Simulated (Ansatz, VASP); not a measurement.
# Al3Si2As3: VASP beside Ansatz

Aim: how closely do two programs agree when they are given the same cell, functional and k mesh? The cell is generated by rule, not measured, and may not be a known phase. The cell is taken from a series of runs on this material, whose earlier steps may have relaxed, scaled, displaced or heated it; both programs get it as it stands.

Program: Ansatz 0.2.0. Level of theory: plane waves, with VASP 6.6.1 beside it; relaxation of cell and atoms at LDA. Results are calculated unless marked as measured.

## Step 1: The structure

It takes space group Pmm2 (No. 25, orthorhombic). The conventional cell has a = 3.962 Å, b = 3.962 Å, c = 11.205 Å, α = 90.00°, β = 90.00°, γ = 90.00°. Al has 2 Si at 2.43 Å and 2 As at 2.43 Å nearest. Nearest to Al lie 4 As at 2.43 Å. Nearest to As lie 4 Al at 2.43 Å. Nearest to As lie 2 Al at 2.43 Å and 2 Si at 2.43 Å. Farther neighbours are not listed.

Coordinates:

```cif
data_structure
_symmetry_space_group_name_H-M 'P 1'
_symmetry_Int_Tables_number 1
_cell_length_a 3.9616
_cell_length_b 3.9616
_cell_length_c 11.2050
_cell_angle_alpha 90.000
_cell_angle_beta 90.000
_cell_angle_gamma 90.000
_cell_volume 175.85
loop_
_atom_site_label
_atom_site_type_symbol
_atom_site_fract_x
_atom_site_fract_y
_atom_site_fract_z
_atom_site_occupancy
Al1 Al 0.00000 0.00000 0.00000 1
Al2 Al 0.50000 0.50000 0.25000 1
Al3 Al 0.00000 0.00000 0.50000 1
As4 As 0.50000 0.00000 0.12500 1
As5 As 0.00000 0.50000 0.37500 1
As6 As 0.50000 0.00000 0.62500 1
Si7 Si 0.50000 0.50000 0.75000 1
Si8 Si 0.00000 0.50000 0.87500 1
```

## Step 2: Ansatz: relaxation of cell and atoms, LDA, pair 1

Ansatz runs on its default PAW (the set named soft_2) files.

The relaxed volume is the usual yardstick between codes: in a stiff, nearly cubic crystal its relative difference is about their pressure difference at one cell divided by the bulk modulus.

Contents of input.yaml:

```yaml
crystal:
  lattice:
    - [2.80125, 2.80125, 0.0]
    - [-2.80125, 2.80125, 0.0]
    - [0.0, 0.0, 11.205]
  atoms:
    - { symbol: Al, position: [0.0, 0.0, 0.0] }
    - { symbol: Al, position: [0.5, 0.5, 0.25] }
    - { symbol: Al, position: [0.0, 0.0, 0.5] }
    - { symbol: As, position: [0.5, 1.0, 0.125] }
    - { symbol: As, position: [0.0, 0.5, 0.375] }
    - { symbol: As, position: [0.5, 1.0, 0.625] }
    - { symbol: Si, position: [0.5, 0.5, 0.75] }
    - { symbol: Si, position: [0.0, 0.5, 0.875] }
kpoints:
  mp_grid: { grid: [6, 6, 2] }
hamiltonian:
  xc: lda
scf:
  occupations: { method: gaussian, width: 0.1 }
output:
  forces: true
  stress: true
  eigenvalues: true
relax:
  adjacent_minimum: "off"
  f_tol: 0.05
  max_steps: 80
  cell: { stress_tol: 0.5 }
```

Command:

```
$ ansatz run input.yaml --threads 8 --pin off --max-ram 14336MiB --backend cpu --events-out ev --progress --plain --runs-dir out
```

Numbers of over 12 decimals in the logs are rounded to 6 here.

Log:

```text
The last accepted step is kept in <dir> (removed where the run ends without a failure and the disk answers)
Engine: ansatz 0.2.0, aarch64-unknown-linux-gnu
Pseudopotentials: kind: paw
Pseudopotential: Al, paw, valence charge 3, recommended cutoff 420 eV (normal), Al.paw.azcp
Pseudopotential: As, paw, valence charge 15, recommended cutoff 420 eV (normal), As.paw.azcp
Pseudopotential: Si, paw, valence charge 4, recommended cutoff 420 eV (normal), Si.paw.azcp
Functional definition: SPW92
  exchange = slater_x
  correlation = pw_c
Crystal: 8 atoms, lattice volume = 175.851 Å³
Basis set: ecut = 420 eV, 3413 PW (Γ)
Bands: 39, of which v1, the nominal top of the filled ones, is band 31 counted from 1 (30 counted from 0)
Symmetry: 4 space group operations
Space group: Pmm2 (ITA 25), of the structure as read, at distance tolerance 5.6e-5 Å
k-points: 32 of 72
Non-local potential: Al, projectors of the file, l = 0: 2, l = 1: 2, l = 2: 1
Non-local potential: As, projectors of the file, l = 0: 2, l = 1: 2, l = 2: 3, l = 3: 1
Non-local potential: Si, projectors of the file, l = 0: 2, l = 1: 2, l = 2: 2
PAW form: soft (Blöchl's): semilocal exchange-correlation on the pseudo side does not see the compensation charge
PAW frozen core: Al, regenerated for the run's functional, and the local potential with it (the file was generated under x = pbe(κ = 0.804, μ = 0.219515), c = pbe(β = 0.066725))
PAW frozen core: As, regenerated for the run's functional, and the local potential with it (the file was generated under x = pbe(κ = 0.804, μ = 0.219515), c = pbe(β = 0.066725))
PAW frozen core: Si, regenerated for the run's functional, and the local potential with it (the file was generated under x = pbe(κ = 0.804, μ = 0.219515), c = pbe(β = 0.066725))
PAW one-centre angular grid: Al, 110 points (default); XC on 64 Gauss nodes
PAW one-centre angular grid: As, 590 points (default); XC on 64 Gauss nodes
PAW one-centre angular grid: Si, 110 points (default); XC on 64 Gauss nodes
Initial density: superposition of atomic densities (neutral atoms: chi_scale 0, normalization atom), corrected by the library's trained network
Initial wavefunctions: pseudopotential atomic-orbital guess
Functional: x = slater, c = lda
SCF iter   1: F=—  HF=-17078.832755 eV  |F-HF|=—  |Δ(HF+E_count)|=         —  Δρ=4.11e-3  dr2=4.40e-2  ethr=1.77e-3  ⟨swp⟩=6.8  Hψ=5399  notcnv=0
preconditioner: auto → Resta (q_TF=auto, 2.293 Å⁻¹)  ε∞=4.8  [insulator: Δε(μ)=0.115 eV  Ē_g=8.158 eV  σ=0.100 eV  W_gap=0.53  n_scr=32 (ndim 8)  ℏωp=15.8 eV  f_vac=0.000  D(μ)=0.75/eV (n_scr^D=2)  ε∞_Penn≈4.8]
SCF iter   2: F=—  HF=-17078.825135 eV  |F-HF|=—  |Δ(HF+E_count)|=   7.62e-3  Δρ=2.40e-3  dr2=6.24e-3  ethr=7.10e-5  ⟨swp⟩=1.1  Hψ=1507  notcnv=0
SCF iter   3: F=—  HF=-17078.824294 eV  |F-HF|=—  |Δ(HF+E_count)|=   8.41e-4  Δρ=1.07e-3  dr2=1.48e-3  ethr=1.01e-5  ⟨swp⟩=1.4  Hψ=1178  notcnv=0
SCF iter   4: F=—  HF=-17078.824156 eV  |F-HF|=—  |Δ(HF+E_count)|=   1.39e-4  Δρ=1.21e-4  dr2=4.41e-5  ethr=2.39e-6  ⟨swp⟩=2.3  Hψ=1772  notcnv=0
SCF iter   5: F=—  HF=-17078.824147 eV  |F-HF|=—  |Δ(HF+E_count)|=   9.20e-6  Δρ=5.43e-5  dr2=6.71e-6  ethr=7.11e-8  ⟨swp⟩=2.0  Hψ=1984  notcnv=0
SCF iter   6: F=—  HF=-17078.824146 eV  |F-HF|=—  |Δ(HF+E_count)|=   8.48e-7  Δρ=1.82e-5  dr2=1.20e-6  ethr=1.08e-8  ⟨swp⟩=2.0  Hψ=1990  notcnv=0
SCF iter   7: F=—  HF=-17078.824146 eV  |F-HF|=—  |Δ(HF+E_count)|=   1.57e-7  Δρ=5.78e-6  dr2=1.01e-7  ethr=1.93e-9  ⟨swp⟩=2.0  Hψ=2143  notcnv=0
SCF iter   8: F=-17078.824146 eV  HF=-17078.824146 eV  |F-HF|=1.07e-8  |Δ(HF+E_count)|=   1.34e-8  Δρ=1.15e-6  dr2=3.93e-9  ethr=1.61e-10  ⟨swp⟩=9.4  Hψ=5162  notcnv=0
SCF 1 converged in 8 iterations: F = -17078.824146 eV  dr2 = 3.93e-9
  greatest PAW one-centre occupation: 0.999 electrons in one spin orbital (limit 2), on the As atom at site 5 (counted from 0), in its partial waves of l = 2
relax step   1: F+E_penalty+E_count = -17078.82414586 eV  Δ(F+E_penalty+E_count) = +0.000e0 eV  max|allowed force component| = 1.084e0 eV/Å  Δτ_max = 0.0000 Å  P = -0.468 GPa  Ω = 175.851 Å³  (8 SCF iters, dr2 threshold 1.00e-7 eV, accepted)
[...]
relax step   2: F+E_penalty+E_count = -17078.91270188 eV  Δ(F+E_penalty+E_count) = -8.856e-2 eV  max|allowed force component| = 1.021e-1 eV/Å  Δτ_max = 0.0827 Å  P = -0.146 GPa  Ω = 174.908 Å³  energy of the carried Pulay correction = +2.049e-4 eV  (6 SCF iters, dr2 threshold 8.00e-7 eV, accepted)
[...]
relax step   3: F+E_penalty+E_count = -17078.91589338 eV  Δ(F+E_penalty+E_count) = -3.192e-3 eV  max|allowed force component| = 1.748e-2 eV/Å  Δτ_max = 0.0139 Å  P = -0.055 GPa  Ω = 174.702 Å³  energy of the carried Pulay correction = +2.498e-4 eV  (5 SCF iters, dr2 threshold 6.51e-7 eV, accepted)
[...]
relax step   4: F+E_penalty+E_count = -17078.91563024 eV  Δ(F+E_penalty+E_count) = +2.631e-4 eV  max|allowed force component| = 1.749e-2 eV/Å  Δτ_max = 0.0000 Å  P = -0.056 GPa  Ω = 174.702 Å³  stress off target by 9.99e-2 GPa  SCF on the basis re-selected at this cell (its energy is not comparable with the rows above)  (4 SCF iters)
basis re-selected at this cell: Δ(F+E_penalty+E_count) = +2.631e-4 eV, ΔP = -0.001 GPa vs the last step (what re-selecting the basis moved, of the pressure what is left beyond the Pulay correction that the steps carried, after the strain that the cell walked since its last selection, with what the two solves' SCF thresholds leave and, on support functions, any second-order correction that the steps lacked; it is no m [...]
SCF converged after 4 iterations
Free energy (F): -17078.915630 eV
Harris-Foulkes:  -17078.915630 eV  (|F-HF|=1.02e-10)
Internal energy: -17078.913937 eV  (E = F + TS)
E sigma→0 (E₀):  -17078.914784 eV
Entropy (-TS):   -0.001693 eV (-0.212 meV/atom)
Fermi energy:    6.803641 eV
--- Per-component energies (eV) ---
  E_band       = -814.211244
  E_kinetic    = 463.467915
  E_local      = -7128.462086  (includes V_loc(G=0)·N_el)
  E_nonlocal   = -1907.706665
  E_hartree    = 3759.760636
  E_xc         = -464.966725
  E_vxc        = -421.565925  (∫ρ·V_xc dr)
  E_paw        = -7564.802884  (= ΣΔE_a)
  E_vpaw       = 660.534145  (= ΣTr[D̂ρ^β])
  E_aug_tail   = 0.000026  (compensation charges beyond the density's cutoff)
  E_ewald      = -4242.765654
  E_core_change = 6.561501  (= ΣΔE_core)
  E_smearing   = -0.001693  (= −TS)
  E_closure    = -0.000000  (closes the sum)
  Σ components = -17078.915630   (vs F -17078.915630, Δ=0.00e0)
--- Forces (eV/Å), atoms counted from 1 ---
  atom   1  Al     0.00000000     0.00000000     0.01393738
  atom   2  Al     0.00000000     0.00000000    -0.00233499
  atom   3  Al     0.00000000    -0.00000000     0.01748610
  atom   4  As     0.00000000     0.00000000     0.00313367
  atom   5  As     0.00000000     0.00000000    -0.00092705
  atom   6  As     0.00000000     0.00000000    -0.00918454
  atom   7  Si     0.00000000     0.00000000    -0.01006261
  atom   8  Si     0.00000000     0.00000000    -0.01206310
  max |Σ_I F_I| component: 1.51e-5 eV/Å
--- Stress (GPa, compression-positive) ---
       -0.045151       0.054791       0.000000
        0.054791      -0.045151       0.000000
        0.000000       0.000000      -0.077850
  P = ⅓ Tr σ = -0.0561 GPa (-0.561 kbar)
--- Band table (eV; the first three rows and the last of 32) ---
  k-point 0: bands = [... 27 lower, 5.0404, 6.2069, 6.2256, 6.6812, 6.9226, 7.4488, 8.0732, 8.4791, ... 4 higher]
  k-point 1: bands = [... 27 lower, 5.3151, 5.6139, 5.7717, 6.4256, 7.1080, 7.4136, 8.1736, 8.7826, ... 4 higher]
  k-point 2: bands = [... 27 lower, 5.1083, 5.3258, 5.7211, 6.1385, 7.5980, 8.5077, 8.7554, 9.3527, ... 4 higher]
  k-point 31: bands = [... 27 lower, 3.3902, 3.6203, 4.0184, 4.0541, 7.9320, 8.4403, 8.5922, 8.6989, ... 4 higher]
--- Relaxed structure (3 steps of the walk, 3 accepted, 1 SCFs on fresh bases) ---
  F+E_penalty+E_count = -17078.91563024 eV   max|allowed force component| = 1.749e-2 eV/Å   (the final SCF, on the basis selected at the relaxed cell)
  cell:  # Å, volume = 174.7020 Å³
    - [2.782877, 2.782877, 0]
    - [-2.808709, 2.808709, 0]
    - [0, 0, 11.175505]
  atoms:
    - { symbol: Al, position: [0, 0, -0.00646591] }
    - { symbol: Al, position: [0.500000, 0.500000, 0.247337] }
    - { symbol: Al, position: [0, 0, 0.500905] }
    - { symbol: As, position: [0.500000, 1.0, 0.123415] }
    - { symbol: As, position: [0, 0.5, 0.376931] }
    - { symbol: As, position: [0.500000, 1.0, 0.630152] }
    - { symbol: Si, position: [0.500000, 0.500000, 0.757096] }
    - { symbol: Si, position: [0, 0.5, 0.870630] }
```

The column dr2 measures how far the density is from self-consistency, as an energy; F and HF (Harris–Foulkes) agree once it is small.

(Continued in part 2 of 3.)

[Lines on the potential files, build, host, timing and source positions are cut from VASP's logs without a mark.]

[Logs are printed without paths, hosts, clocks, repeated set-up lines and the standing remarks that a program may print on its own settings, such as how far it seeks lower states.]

[Hosts, paths, dates, database ids (printed as entryN), source tags and the programs' standing remarks are cut or masked in the printed files.]
